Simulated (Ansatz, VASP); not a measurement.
## MnB3Ir: VASP beside Ansatz

```
CELL_PARAMETERS angstrom
3.91197 0.00000 0.00000
-1.95599 3.38787 0.00000
0.00000 0.00000 4.56200
ATOMIC_POSITIONS crystal
Mn 0.00000 0.00000 0.00000
B 0.50000 0.00000 0.00000
B 0.00000 0.50000 0.00000
B 0.50000 0.50000 0.00000
Ir 0.00000 0.00000 0.50000
```

Alike in both runs: functional PBE; k mesh 12 × 12 × 8; occupations gaussian, width 0.1 eV; no spin polarisation.

Ansatz relaxed the structure, and its values are those at the end. VASP's run is a single point on that final structure, the one shown.

|  | VASP | Ansatz |
| --- | --- | --- |
| version | VASP 6.6.1 | Ansatz 0.2.0 |
| potentials or method | VASP PAW PBE potentials, release 64 (Mn_pv, B, Ir) | scalar-relativistic, plane waves, PAW |
| plane-wave cutoff (eV) | 520 | 420 |
| valence electrons in the cell | 31 | 41 |

|  | VASP | Ansatz | Ansatz less VASP |
| --- | --- | --- | --- |
| gap on the k mesh at the Fermi level (eV) | none | none | - |
| pressure (GPa) | 0.0 | 0.0 | -0.04 |

A gap of «none» marks a metal or a gap that the smearing closes. With one functional, cell and mesh, what is left measures potentials, basis and numerics. The two sets of potentials don't hold the same shells in valence.

Spin-orbit coupling is left out, which matters for the levels of Ir. Spin polarisation is off, so any magnetic state and its effect on volume and gap are missing.
